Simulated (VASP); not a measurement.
# Be3Se2S (P3m1) in VASP: notebook

Runs on Be3Se2S. Level: PBE. Tasks: relaxation of cell and atoms.

All numbers are computed with VASP 6.6.1; they aren't measurements. Logs are shortened: lines on timing, memory, paths and dates and some standing lists are left out, and cuts for length are marked.

### 1 The crystal as given

It takes space group P3m1 (No. 156, trigonal). Conventional cell: a = 3.597 Å, b = 3.597 Å, c = 8.791 Å, α = 90.00°, β = 90.00°, γ = 120.00°. Be (site symmetry 3m) has 3 S at 2.18 Å and 1 Se at 2.25 Å as nearest neighbours. Be (site symmetry 3m) has 1 S at 2.11 Å and 3 Se at 2.22 Å as nearest neighbours. Be (site symmetry 3m) is surrounded by 4 Se at 2.21 to 2.24 Å. Se (site symmetry 3m) has 4 Be at 2.21 to 2.25 Å as nearest neighbours. Se (site symmetry 3m) has 4 Be at 2.22 to 2.24 Å as nearest neighbours. Around S (site symmetry 3m) lie 4 Be at 2.11 to 2.18 Å.

The cell was built by a generator and needn't be a form met in nature.

### 2 Relaxation of cell and atoms, PBE

Input file INCAR:

```
PREC = Accurate
ENCUT = 520
EDIFF = 1E-6
ISMEAR = 0
SIGMA = 0.03
LREAL = False
LASPH = True
NELM = 120
ALGO = Normal
ISIF = 3
LWAVE = False
LCHARG = False
GGA = PE
IBRION = 2
NSW = 90
EDIFFG = -0.01
KPAR = 2
```

Input file KPOINTS:

```
Automatic mesh
0
Gamma
  8 8 4
```

Input file POSCAR:

```
Be3Se2S
1.0
    3.5970845800      0.0000000000      0.0000000000
   -1.7985422900      3.1151666300      0.0000000000
    0.0000000000      0.0000000000      8.7910000000
Be Se S
3 2 1
Direct
    0.6666666700      0.3333333300      0.9266295100
    0.3333333300      0.6666666700      0.2400182000
    0.0000000000      0.0000000000      0.5834376100
    0.6666666700      0.3333333300      0.6707996800
    0.0000000000      0.0000000000      0.3288590600
    0.3333333300      0.6666666700      0.0002275100
```

Potentials or basis: VASP PAW PBE potentials, release 64 (Be, Se, S).

Run with:

```bash
> cat potpaw_PBE.64/Be/POTCAR potpaw_PBE.64/Se/POTCAR potpaw_PBE.64/S/POTCAR > POTCAR
> mpirun -np 2 vasp_std > vasp.out
```

OUTCAR:

```text
PREC = Accurate
   ENCUT = 520
   EDIFF = 1E-6
   ISMEAR = 0
   LREAL = False
   LASPH = True
   NELM = 120
   ISIF = 3
   GGA = PE
   IBRION = 2
   NSW = 90
   EDIFFG = -0.01

 ion  position               nearest neighbor table
   1  0.667  0.333  0.927-   6 2.18   6 2.18   6 2.18   4 2.25
   2  0.333  0.667  0.240-   6 2.11   5 2.22   5 2.22   5 2.22
   3  0.000  0.000  0.583-   4 2.21   4 2.21   4 2.21   5 2.24
   4  0.667  0.333  0.671-   3 2.21   3 2.21   3 2.21   1 2.25
   5  0.000  0.000  0.329-   2 2.22   2 2.22   2 2.22   3 2.24
   6  0.333  0.667  0.000-   2 2.11   1 2.18   1 2.18   1 2.18

  LATTYP: Found a hexagonal cell.
 ALAT       =     3.5970845800
 C/A-ratio  =     2.4439236288

  Lattice vectors:

 A1 = (   3.5970845800,   0.0000000000,   0.0000000000)
 A2 = (  -1.7985422900,   3.1151666300,   0.0000000000)
 A3 = (   0.0000000000,   0.0000000000,   8.7910000000)

Analysis of symmetry for initial positions (statically):
=====================================================================
 Subroutine PRICEL returns:
 Original cell was already a primitive cell.

 Routine SETGRP: Setting up the symmetry group for a
 hexagonal supercell.

 Subroutine GETGRP returns: Found  6 space group operations
 (whereof  6 operations were pure point group operations)
 out of a pool of 24 trial point group operations.

The static configuration has the point symmetry C_3v.

Analysis of symmetry for dynamics (positions and initial velocities):
=====================================================================
 Subroutine PRICEL returns:
 Original cell was already a primitive cell.

 Routine SETGRP: Setting up the symmetry group for a
 hexagonal supercell.

 Subroutine GETGRP returns: Found  6 space group operations
 (whereof  6 operations were pure point group operations)
 out of a pool of 24 trial point group operations.

The dynamic configuration has the point symmetry C_3v.

 Subroutine INISYM returns: Found  6 space group operations
 (whereof  6 operations are pure point group operations),
 and found     1 'primitive' translations

----------------------------------------------------------------------------------------

                                     Primitive cell

  volume of cell :      98.5077

[... 107 lines left out ...]
   NELECT =      24.0000    total number of electrons
   NUPDOWN=      -1.0000    fix difference up-down
   EMIN   =  10.00;   EMAX   =-10.00  energy-range for DOS
   EFERMI =   0.00;   METHOD = LEGACY
   ISMEAR =     0;   SIGMA  =   0.03  broadening in eV -4-tet -1-fermi 0-gaus
   EFERMI_NEDOS =   21; number of points for ismear=-14 and -15
   IALGO  =     38    algorithm
   IMIX   =      4    mixing-type and parameters
     AMIX     =   0.40;   BMIX     =  1.00
     AMIX_MAG =   1.60;   BMIX_MAG =  1.00
  volume/ion in A,a.u.               =      16.42       110.79
  Fermi-wavevector in a.u.,A,eV,Ry     =   1.022481  1.932209 14.224443  1.045467
  Thomas-Fermi vector in A             =   2.156162
   LORBIT       =      0    0 simple, 1 ext, 2 COOP (PROOUT), +10 PAW based schemes
   GGA     = PE    functional components
   LHFCALC =     F    Hartree Fock is set to
   AEXX    =    0.0000 exact exchange contribution
   IVDW    =     0    specifies the selected vdW correction
   LEPSILON=     F    determine dielectric tensor
   LRPA    =     F    only Hartree local field effects (RPA)
 conjugate gradient relaxation of ions
 non-spin polarized calculation
 Gauss-broadening in eV      SIGMA  =   0.03
  energy-cutoff  :      520.00
  volume of cell :       98.51
 maximum number of plane-waves:      2708
 NGX is ok and might be reduce to    28
   NGX = 13   NGY = 13   NGZ = 33

--------------------------------------- Ionic step        1  -------------------------------------------

 number of electron      23.9999999 magnetization

 Free energy of the ion-electron system (eV)
  ---------------------------------------------------
  ext. energy  EPLUGINS =         0.00000000
  ---------------------------------------------------
  free energy    TOTEN  =       -27.63232552 eV

  energy without entropy =      -27.63232552  energy(sigma->0) =      -27.63232552

------------------------ aborting loop because EDIFF is reached ----------------------------------------

  FORCE on cell =-STRESS in cart. coord.  units (eV):
  Direction    XX          YY          ZZ          XY          YZ          ZX
  --------------------------------------------------------------------------------------
  -------------------------------------------------------------------------------------
  Total       -0.0735101     -0.0735101      0.0583984      0.0000000      0.0000000      0.0000000
  in kB       -1.1956033     -1.1956033      0.9498195      0.0000000      0.0000000      0.0000000
  external PRESSURE =      -0.4804624 kB  Pullay stress =       0.0000000 kB
[... 307 lines left out ...]
--------------------------------------- Ionic step        9  -------------------------------------------

 number of electron      23.9999999 magnetization

 Free energy of the ion-electron system (eV)
  ---------------------------------------------------
  ext. energy  EPLUGINS =         0.00000000
  ---------------------------------------------------
  free energy    TOTEN  =       -27.63250171 eV

  energy without entropy =      -27.63250171  energy(sigma->0) =      -27.63250171

 E-fermi :   3.7654     XC(G=0):  -9.4438

 val. band max:        3.6134566741   @ k =   0.0000   0.0000   0.0000
 cond. band min:       6.2095442293   @ k =   0.5000  -0.0000   0.0000
 fundamental gap:      2.5960875552
 Fermi energy:         3.7653913019

 k-point     1 :       0.0000    0.0000    0.0000
  band No.  band energies     occupation
      1     -10.2243      2.00000
      2      -9.3076      2.00000
      3      -9.2541      2.00000
      4      -1.2039      2.00000
      5      -0.9699      2.00000
      6       2.0308      2.00000
[... 433 lines left out ...]
      3      -8.3649      2.00000
      4      -1.4510      2.00000
      5      -1.1542      2.00000
      6      -0.9542      2.00000
[... 8 lines left out ...]
     15       9.1626      0.00000
     16       9.5902      0.00000

 [... further k-points ...]

------------------------ aborting loop because EDIFF is reached ----------------------------------------

  FORCE on cell =-STRESS in cart. coord.  units (eV):
  Direction    XX          YY          ZZ          XY          YZ          ZX
  --------------------------------------------------------------------------------------
  -------------------------------------------------------------------------------------
  Total        0.0042569      0.0042569      0.0004687      0.0000000      0.0000000      0.0000000
  in kB        0.0692800      0.0692800      0.0076283      0.0000000      0.0000000      0.0000000
  external PRESSURE =       0.0487294 kB  Pullay stress =       0.0000000 kB
[... 21 lines left out ...]
  FREE ENERGIE OF THE ION-ELECTRON SYSTEM (eV)
  ---------------------------------------------------
  free  energy   TOTEN  =       -27.6325017059 eV

  energy  without entropy=      -27.6325017059  energy(sigma->0) =      -27.63250171

 reached required accuracy - stopping structural energy minimisation
```

OSZICAR:

```text
N       E                     dE             d eps       ncg     rms          rms(c)
DAV:   1     0.105369618740E+03    0.10537E+03   -0.10201E+04  1120   0.127E+03
DAV:   2    -0.202964201010E+02   -0.12567E+03   -0.12291E+03  1512   0.208E+02
DAV:   3    -0.279441357337E+02   -0.76477E+01   -0.76395E+01  1552   0.625E+01
[... 48 lines left out ...]
       N       E                     dE             d eps       ncg     rms          rms(c)
DAV:   1    -0.276325293215E+02   -0.42997E-04   -0.11082E-03  1184   0.199E-01    0.325E-02
DAV:   2    -0.276325074378E+02    0.21884E-04   -0.73484E-05  1560   0.593E-02    0.153E-02
DAV:   3    -0.276325023668E+02    0.50709E-05   -0.16229E-05  1440   0.204E-02    0.513E-03
DAV:   4    -0.276325017059E+02    0.66093E-06   -0.28944E-07   920   0.427E-03
   9 F= -.27632502E+02 E0= -.27632502E+02  d E =-.156010E-04
```

Wall time 2.6 min (2 MPI ranks of Intel Xeon Platinum 8259CL at 2.50GHz (Skylake/Cascade Lake), shared host); peak memory 0.26 GiB.

Results:

```
Free energy                            : -27.6325 eV
Relaxed volume                         : 16.41 Å³/atom
Relaxed cell                           : a = 3.594 Å, b = 3.594 Å, c = 8.801 Å, α = 90.00°, β = 90.00°, γ = 120.00°
Space group after relaxing (to 0.05 Å) : P3m1 (No. 156)
Energy gained by relaxing              : 0.0 meV/atom
Ionic steps                            : 9
Pressure after relaxing                : 0.0 GPa
Band gap on the k mesh                 : 2.60 eV, indirect (least direct gap 4.03 eV)
```

Forces in eV/Å, atoms in the order of the input:
```
Be   0.000  0.000  0.001
Be   0.000  0.000 -0.003
Be   0.000  0.000  0.001
Se   0.000  0.000  0.001
Se   0.000  0.000 -0.002
S    0.000  0.000  0.001
```

Step by step:
```csv
step,energy change (eV),largest force (eV/Å),pressure (GPa),volume (Å³)
1,0.0000,0.0280,-0.05,98.51
2,-0.0001,0.0153,0.01,98.44
3,-0.0002,0.0107,0.06,98.37
4,-0.0002,0.0114,0.06,98.38
5,-0.0002,0.0125,0.03,98.41
6,-0.0002,0.0117,0.04,98.39
7,-0.0002,0.0114,0.04,98.39
8,-0.0002,0.0113,0.04,98.39
9,-0.0002,0.0029,0.00,98.45
```

Final structure:
```
Be Se S
1.0
     3.59391    0.00000    0.00000
    -1.79696    3.11242    0.00000
     0.00000    0.00000    8.80096
Be Se S
3 2 1
Direct
  0.66667 0.33333 0.92658
  0.33333 0.66667 0.23978
  0.00000 0.00000 0.58324
  0.66667 0.33333 0.67113
  0.00000 0.00000 0.32895
  0.33333 0.66667 0.00029
```

A k mesh can miss the band edges. A hybrid or GW would open this gap; PBE tends to underestimate it.

(Part 1 of 2 ends here.)
